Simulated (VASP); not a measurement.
The system is BeAl.

```
CELL_PARAMETERS angstrom
2.60257 0.00000 0.00000
-1.30128 2.25388 0.00000
0.00000 0.00000 3.85141
ATOMIC_POSITIONS crystal
Be 0.00000 0.00000 0.00000
Al 0.33333 0.66667 0.50000
```

The cell was built by a generator and needn't be a form met in nature.

The cell isn't the ideal one: volume scaled by 0.88.

| Property | Result |
| --- | --- |
| Program | VASP 6.6.1 |
| Task | relaxation of cell and atoms |
| Functional | PBEsol |
| Dispersion | D3 |
| Potentials or basis | VASP PAW PBE potentials, release 64 (Be_sv_GW, Al_GW) |
| Cutoff | 680 eV |
| k mesh | 11 × 11 × 7 |
| Occupations | fermi-dirac, width 0.02 eV |
| Spin | no spin polarisation |

At the start: pressure 10.2 GPa; volume 11.30 Å³/atom.

Problem. Where does the relaxation end?

Solution. Over 5 steps the energy falls by 28.4 meV/atom and the volume is 12.23 Å³/atom (+8.2 %); space group P-6m2 (No. 187, to 0.05 Å).

The path:
```tsv
step	energy change (eV)	largest force (eV/Å)	pressure (GPa)	volume (Å³)
1	0.0000	0.0000	10.20	22.59
2	-0.0524	0.0000	-2.46	25.02
3	-0.0567	0.0000	0.06	24.46
4	-0.0567	0.0000	-0.18	24.50
5	-0.0568	0.0000	0.04	24.46
```

Final structure:
```xyz
2
Lattice="2.6777 0.0000 0.0000 -1.3389 2.3190 0.0000 0.0000 0.0000 3.9383" Properties=species:S:1:pos:R:3 pbc="T T T"
Be    2.6777    0.0000    0.0000
Al    0.0000    1.5460    1.9692
```

Caveat: the PAW data sets were made with another functional, which shifts forces and pressure a little; pairwise dispersion overbinds metals, which lowers pressure and volume.
